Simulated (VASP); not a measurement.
Molecule: OScCl2H, in a box.

```
O Sc Cl H
1.0
    12.00000    0.00000    0.00000
     0.00000   14.00000    0.00000
     0.00000    0.00000   12.00000
O Sc Cl H
1 1 2 1
Direct
  0.59321 0.59769 0.56527
  0.53518 0.48181 0.52658
  0.62035 0.34491 0.58852
  0.37841 0.47597 0.41714
  0.62375 0.65809 0.58573
```

Base run:

* Program: VASP 6.6.1
* Functional: BLYP
* Potentials or basis: VASP PAW PBE potentials, release 64 (O, Sc_sv, Cl, H)
* Cutoff: 520 eV
* k mesh: 1 × 1 × 1
* Occupations: gaussian, width 0.01 eV
* Spin: no spin polarisation

Its results: gap between the frontier levels 3.73 eV; largest force 0.693 eV/Å.

Problem. The run is repeated on the same cell with these changes: functional from BLYP to PBE. What comes out?

Solution. Gap between the frontier levels 3.91 eV; largest force 0.633 eV/Å.

Caveats: the PAW data sets were made with another functional, which shifts forces and pressure a little (some runs).

